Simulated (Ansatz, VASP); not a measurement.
CsTlH2 in VASP and in Ansatz

```
Cs Tl H
1.0
     4.83477    0.00000    0.00000
     0.00000    4.83477    0.00000
     0.00000    0.00000    3.95299
Cs Tl H
1 1 2
Direct
  0.50000 0.50000 0.50000
  0.00000 0.00000 0.00000
  0.50000 0.00000 0.00000
  0.00000 0.50000 0.00000
```

Alike in both runs: functional PBE; k mesh 8 × 8 × 10; occupations gaussian, width 0.1 eV; no spin polarisation.

Ansatz relaxed the structure, and its values are those at the end. VASP's run is a single point on that final structure, the one shown.

```csv
,VASP,Ansatz
version,VASP 6.6.1,Ansatz 0.2.0
potentials or method,"VASP PAW PBE potentials, release 64 (Cs_sv, Tl_d, H)","scalar-relativistic, plane waves, PAW"
plane-wave cutoff (eV),520,420
valence electrons in the cell,24,24
```

```tsv
	VASP	Ansatz	Ansatz less VASP
gap on the k mesh at the Fermi level (eV)	none	none	-
pressure (GPa)	0.0	0.0	-0.01
```

A gap of «none» marks a metal or a gap that the smearing closes. With one functional, cell and mesh, what is left measures potentials, basis and numerics.

Spin-orbit coupling is left out, which matters for the levels of Cs, Tl.
